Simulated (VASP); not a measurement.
These are PW91 GGA, VASP's PBE PAW potentials (set 64) (plane waves; VASP) values and carry that method's errors.

Input for VASP

File POSCAR:
```
Au
1
    0.0000000000     2.1232998016     2.1232998016
    2.1232998016     0.0000000000     2.1232998016
    2.1232998016     2.1232998016     0.0000000000
Au
1
Direct
  0.0000000000   0.0000000000   0.0000000000
```

File KPOINTS:
```
Regular mesh
0
Gamma
15 15 15
0 0 0
```

### INCAR
```
SYSTEM = Au
PREC = Accurate
ENCUT = 520
EDIFF = 1E-7
NELM = 100
ALGO = Normal
LREAL = .FALSE.
LASPH = .TRUE.
ISMEAR = 1
SIGMA = 0.1
GGA = 91
LMAXMIX = 6
LWAVE = .FALSE.
LCHARG = .FALSE.
ISIF = 2
```

POTCAR, in this order: Au (PBE.64 set). Program: vasp_std.

Unless said otherwise, spin-orbit coupling is left out, though it shifts the bands of the heavy elements here.

**Question.** Estimate the energy per atom (σ→0), pressure, band gap (on the k-mesh).

**Answer.** 
```yaml
energy per atom (σ→0): -3.224 eV/atom
band gap (on the k-mesh): none (metal, semimetal or under 0.01 eV)
pressure: -6.91 GPa
```

**OSZICAR**
```
...
DAV:   6    -0.323983524533E+01    0.29947E+00   -0.11281E+00  2214   0.100E+01    0.426E+00
DAV:   7    -0.322644439773E+01    0.13391E-01   -0.52514E-02  2333   0.214E+00    0.237E+00
DAV:   8    -0.322459868871E+01    0.18457E-02   -0.81867E-04  2238   0.314E-01    0.223E-01
DAV:   9    -0.322458446102E+01    0.14228E-04   -0.63353E-06  2433   0.280E-02    0.291E-02
DAV:  10    -0.322458966887E+01   -0.52079E-05   -0.24310E-06  2354   0.203E-02    0.786E-03
DAV:  11    -0.322458948670E+01    0.18217E-06   -0.42672E-08  1837   0.203E-03    0.333E-04
DAV:  12    -0.322458945222E+01    0.34483E-07   -0.30321E-09  1121   0.626E-04
   1 F= -.32245895E+01 E0= -.32244474E+01  d E =-.426269E-03
```

The compound is Au in the fcc structure. This cell is one point of a volume scan, at 1.06 of the reference volume.
